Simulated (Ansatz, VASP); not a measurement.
# Ti5Nb3C8 (random rock-salt alloy of NbC and TiC): VASP beside Ansatz, part 3 of 3

Aim: how closely do two programs agree when they are given the same cell, functional and k mesh? Of the first pair: The structure shown is the start of the Ansatz relaxation below; VASP solves that cell, so the two are compared at the walk's first step.

VASP 6.6.1 and Ansatz 0.2.0.

So far. Step 3 (VASP: single point, LDA, start cell, pair 1): The run ends at a pressure of -9.04 GPa, with forces up to 1.1 eV/Å.

## Step 6: VASP: single point, LDA, relaxed cell, pair 2

Level of this step: LDA; plane waves and PAW (Ti_sv, C, Nb_sv) (VASP).

The same cell, functional (in two slightly different forms), mesh and smearing now go to VASP, with its own data sets.

File INCAR:

```
SYSTEM = Ti5Nb3C8
PREC = Accurate
ENCUT = 600
EDIFF = 1E-06
NELM = 120
ISMEAR = 0
SIGMA = 0.025
LREAL = Auto
ALGO = Normal
GGA = PW92
NBANDS = 312
LASPH = .TRUE.
LORBIT = 11
LWAVE = .FALSE.
LCHARG = .FALSE.
ISIF = 2
GGA_COMPAT = .FALSE.
KPAR = 8
```

File POSCAR:

```
Ti5Nb3C8
1.0
    8.6585900000      0.0005430000      0.0008840000
    0.0005430000      8.6610330000     -0.0007180000
    0.0008840000     -0.0007180000      8.6580640000
Ti C Nb
20 32 12
Direct
    0.0017300000      0.9980700000      0.9969500000
    0.2531500000      0.0003600000      0.2474800000
    0.2517500000      0.2490900000      0.9977100000
    0.9998300000      0.9984600000      0.5026600000
    0.0009000000      0.2488200000      0.7500200000
    0.2513500000      0.0004600000      0.7513700000
    0.2557100000      0.4996500000      0.2459500000
    0.9988100000      0.7522400000      0.7500800000
    0.2532100000      0.5002900000      0.7520900000
    0.4988000000      0.9977600000      0.9998700000
    0.4994700000      0.2494100000      0.2490500000
    0.5001000000      0.9981700000      0.4998100000
    0.7488700000      0.2502300000      0.5018000000
    0.5004200000      0.5025400000      0.9990700000
    0.5009900000      0.7511400000      0.2491200000
    0.7459100000      0.5008900000      0.2480100000
    0.7482900000      0.7500800000      0.9976100000
    0.5010300000      0.7514400000      0.7507700000
    0.7473300000      0.5012600000      0.7510400000
    0.7482400000      0.7508200000      0.5028200000
    0.2499300000      0.0030600000      0.0002200000
    0.2521800000      0.2520700000      0.2480200000
    0.0037300000      0.0006400000      0.2500300000
    0.0011400000      0.2472700000      0.9975300000
    0.2495600000      0.0009600000      0.4996600000
    0.2468900000      0.2513500000      0.7523200000
    0.0028600000      0.0001500000      0.7495600000
    0.9967600000      0.2468300000      0.5017400000
    0.2524000000      0.4976400000      0.0005500000
    0.2526400000      0.7485800000      0.2500000000
    0.0022700000      0.4998400000      0.2499200000
    0.9968000000      0.7543700000      0.9968600000
    0.2494600000      0.4994900000      0.4990200000
    0.2503300000      0.7491700000      0.7495400000
    0.0015200000      0.5003400000      0.7496600000
    0.9961000000      0.7544000000      0.5024600000
    0.7501000000      0.9980000000      0.0002600000
    0.7481100000      0.2544900000      0.2526400000
    0.4971400000      0.9999500000      0.2498100000
    0.4983400000      0.2491500000      0.0026400000
    0.7506700000      0.0005000000      0.4995600000
    0.7537500000      0.2541800000      0.7462400000
    0.4966700000      0.9972500000      0.7500500000
    0.5039900000      0.2468300000      0.4967700000
    0.7477000000      0.5021900000      0.0004200000
    0.7477700000      0.7467400000      0.2504700000
    0.4997500000      0.5007400000      0.2477000000
    0.5035400000      0.7516200000      0.9995700000
    0.7506100000      0.4999700000      0.4991400000
    0.7506700000      0.7473400000      0.7488900000
    0.4994500000      0.5032100000      0.7526400000
    0.5042400000      0.7539500000      0.4995200000
    0.0018300000      0.2487000000      0.2494200000
    0.2516800000      0.2478300000      0.5020300000
    0.0008200000      0.5027400000      0.9963900000
    0.9990700000      0.7518000000      0.2498600000
    0.2524000000      0.7514700000      0.9972900000
    0.9990300000      0.5022300000      0.5030800000
    0.2517300000      0.7519500000      0.5024700000
    0.7470900000      0.0002200000      0.2488300000
    0.7484700000      0.2513100000      0.9978900000
    0.4992400000      0.2494000000      0.7508500000
    0.7484000000      0.0003100000      0.7506300000
    0.5014100000      0.5023800000      0.5003100000
```

File KPOINTS:

```
Automatic mesh
0
Gamma
2 2 2
0 0 0
```

PAW data sets: Ti_sv, C and Nb_sv (LDA family, release 64).

Run with:

```
$ mpirun -np 8 vasp_std
```

Numbers of over 12 decimals in the logs are rounded to 6 here.

The log of the run:

```text
[banner, memory and clock lines left out]
running    8 mpi-ranks, on    1 nodes
[...]
[... a notice as in an earlier step ...]

 [... a notice as in an earlier step ...]

 LDA part: xc-table for (Slater(with rela. corr.)+PW92), standard interpolation
 POSCAR, INCAR and KPOINTS ok, starting setup
[...]
entering main loop
       N       E                     dE             d eps       ncg     rms          rms(c)
DAV:   1     0.922311405516E+04    0.92231E+04   -0.26538E+05  4992   0.219E+03
DAV:   2     0.110606219944E+04   -0.81171E+04   -0.78731E+04  4992   0.801E+02
DAV:   3    -0.583276784378E+03   -0.16893E+04   -0.15980E+04  7368   0.289E+02
DAV:   4    -0.817749784910E+03   -0.23447E+03   -0.23068E+03  7648   0.114E+02
[...]
DAV:  19    -0.683288311093E+03    0.11392E-04   -0.56363E-05  8416   0.242E-02    0.188E-02
DAV:  20    -0.683288305767E+03    0.53261E-05   -0.31703E-05  7592   0.164E-02    0.644E-03
DAV:  21    -0.683288305861E+03   -0.94733E-07   -0.68844E-06  5632   0.958E-03
   1 F= -.68328831E+03 E0= -.68328422E+03  d E =-.816830E-02
```

Parts of OUTCAR (step 6):

```text
  Total        0.0532897      0.1065649     -0.1284734     -0.0017958      0.0301967     -0.0444493
  in kB        0.1314971      0.2629585     -0.3170197     -0.0044313      0.0745130     -0.1096826
  external PRESSURE =       0.0258120 kB  Pullay stress =       0.0000000 kB

 POSITION                                       TOTAL-FORCE (eV/Angst)
 -----------------------------------------------------------------------------------
      0.01640      8.64360      8.63094         0.004725      0.007949      0.004466
      2.19214      0.00308      2.14292        -0.014251     -0.006085      0.007962
      2.18082      2.15680      8.63828         0.002796     -0.014410      0.004043
      8.65810      8.64788      4.35223         0.010101      0.003814     -0.011831
      0.00859      2.15450      6.49354         0.002943      0.000056     -0.006320
      2.17700      0.00358      6.50563        -0.009008     -0.007238     -0.004743
      2.21458      4.32745      2.12932        -0.006052      0.000488      0.000948
      8.64936      6.51518      6.49458         0.007266     -0.006837     -0.005511
      2.19338      4.33263      6.51151        -0.001037      0.002370     -0.007664
      4.32033      8.64119      8.65666         0.009932      0.016010     -0.006944
      4.32506      2.16024      2.15655        -0.009082      0.003980      0.008831
      4.33114      8.64510      4.32711         0.003109      0.005615     -0.001349
      6.48474      2.16730      4.34510        -0.002510     -0.010941     -0.007448
      4.33409      4.35207      8.65009         0.007400     -0.012936     -0.006909
[...]
-----------------------------------------------------------------------------------
    total drift:                                0.000056     -0.012083     -0.000400

  FREE ENERGIE OF THE ION-ELECTRON SYSTEM (eV)
  ---------------------------------------------------
  free  energy   TOTEN  =      -683.2883058613 eV

  energy  without entropy=     -683.2801375575  energy(sigma->0) =     -683.28422171

[... 1 further part left out ...]
```

The run ends at a pressure of 0.00 GPa, with forces up to 0.037 eV/Å.

## Step 7: Comparison

What differs besides the data sets and the points named for the pairs above, as far as they apply: the cutoff is 420 eV in Ansatz and 600 eV in VASP (PREC = Accurate, projectors in real space). Total energies have different zeros and are not compared.

Compared:

```tsv
quantity	Ansatz	VASP	difference
pressure (GPa)	0.00	0.00	0.00
```

At this near-relaxed geometry the largest component of a force difference is 20 meV/Å.

## Step 8: Summary of results

| Item | Value |
| --- | --- |
| r.m.s. force difference (single point, LDA, start cell, pair 1) | 2.5 % of the r.m.s. force |
| difference in pressure (single point, LDA, relaxed cell, pair 2) | -0.0023 GPa |
| r.m.s. force difference (single point, LDA, relaxed cell, pair 2) | 8.7 meV/Å |

In words: The r.m.s. force difference is 2.5 % of the r.m.s. force (single point, LDA, start cell, pair 1), within the 3 % picked in this series as the mark of a large difference. Such differences can come from data sets, numerical settings and the points named under the comparisons, not from the functional's error against experiment.

[Lines on the potential files, build, host, timing and source positions are cut from VASP's logs without a mark.]

[Logs are printed without paths, hosts, clocks, repeated set-up lines and the standing remarks that a program may print on its own settings, such as how far it seeks lower states.]

[Hosts, paths, dates, database ids (printed as entryN), source tags and the programs' standing remarks are cut or masked in the printed files.]
